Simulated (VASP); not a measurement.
Computed with PBEsol GGA, VASP's PBE PAW potentials (set 64) (plane waves; VASP).

VASP input:

**POSCAR**
```
Te
1
    2.1803544227    -3.7764843637     0.0000000000
    2.1803544227     3.7764843637     0.0000000000
    0.0000000000     0.0000000000     6.0166742331
Te
3
Direct
  0.0000000000   0.2842817063   0.6666670000
  0.7157182937   0.7157182937   0.0000000000
  0.2842817063   0.0000000000   0.3333330000
```

### KPOINTS
```
Automatic mesh
0
Gamma
10 10 6
0 0 0
```

INCAR:
```
! general
SYSTEM  = Te
PREC    = Accurate
ENCUT   = 520   ! plane-wave cut-off (eV)
LREAL   = .FALSE.
LASPH   = .TRUE.   ! aspherical one-centre terms

! electronic loop
EDIFF   = 1E-7   ! SCF stop (eV)
NELM    = 100   ! most electronic steps
ALGO    = Normal   ! blocked Davidson
LMAXMIX = 4   ! l cut-off of mixed one-centre charges

! smearing
ISMEAR  = 1   ! Methfessel-Paxton
SIGMA   = 0.1   ! width (eV)

! functional
GGA     = PS   ! PBEsol

! ions
IBRION  = 2   ! conjugate gradients
NSW     = 30   ! most ionic steps
ISIF    = 4
EDIFFG  = -0.01   ! ionic stop

! output
LWAVE   = .FALSE.
LCHARG  = .FALSE.
```

POTCAR, in this order: Te (PBE.64 set). Program: vasp_std.

Predict the energy per atom (σ→0).

| Quantity | Value |
|---|---|
| energy per atom (σ→0) | -3.524 eV/atom |

OSZICAR:
```
...
       N       E                     dE             d eps       ncg     rms          rms(c)
DAV:   1    -0.105722854460E+02   -0.13375E-03   -0.19698E-02  1872   0.830E-01    0.696E-02
DAV:   2    -0.105723159047E+02   -0.30459E-04   -0.88927E-04  2142   0.185E-01    0.325E-02
DAV:   3    -0.105722992036E+02    0.16701E-04   -0.30310E-05  2112   0.385E-02    0.127E-02
DAV:   4    -0.105722981712E+02    0.10324E-05   -0.66180E-06  2256   0.155E-02    0.337E-03
DAV:   5    -0.105722983278E+02   -0.15664E-06   -0.46396E-07  1957   0.427E-03    0.248E-03
DAV:   6    -0.105722983646E+02   -0.36749E-07   -0.22514E-08  1006   0.123E-03
   5 F= -.10572298E+02 E0= -.10572365E+02  d E =-.363049E-03
```

The compound is Te in the trig structure. This cell is one point of a volume scan, at 1.03 of the reference volume. Symmetry was kept, so distortions that lower it aren't found.
